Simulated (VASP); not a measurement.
Level of theory: LDA (Ceperley-Alder, Perdew-Zunger), VASP's LDA PAW potentials (set 64) (plane waves; VASP 6.6.1).

The input files of a VASP run:

KPOINTS:
```
Automatic
0
Gamma
 7 7 7
0 0 0
```

### POSCAR
```
ZnSe
1
    0.0000000000     2.7887504787     2.7887504787
    2.7887504787     0.0000000000     2.7887504787
    2.7887504787     2.7887504787     0.0000000000
Zn Se
1 1
Direct
  0.0000000000   0.0000000000   0.0000000000
  0.2500000000   0.2500000000   0.2500000000
```

INCAR:
```
ALGO = Normal
EDIFF = 1E-6
EDIFFG = -0.01
ENCUT = 520
IBRION = 2
ISIF = 3
ISMEAR = 0
LASPH = .True.
LCHARG = .False.
LMAXMIX = 4
LREAL = .False.
LWAVE = .False.
NELM = 100
NSW = 60
PREC = Accurate
SIGMA = 0.05
SYSTEM = ZnSe
```

POTCAR, in this order: Zn Se (LDA.64 set). Program: vasp_std.

**Question.** What will the output report for the number of irreducible k-points (NKPTS), largest plane-wave count, number of space-group operations, FFT grid (NGX, NGY, NGZ)?

**Answer.** 
| Property | Result |
|---|---|
| number of irreducible k-points (NKPTS) | 20 |
| largest plane-wave count | 1211 |
| number of space-group operations | 24 |
| FFT grid (NGX, NGY, NGZ) | 30 × 30 × 30 |

The compound is ZnSe in the zinc blende structure. It was relaxed first. The start is the result of an earlier pass.
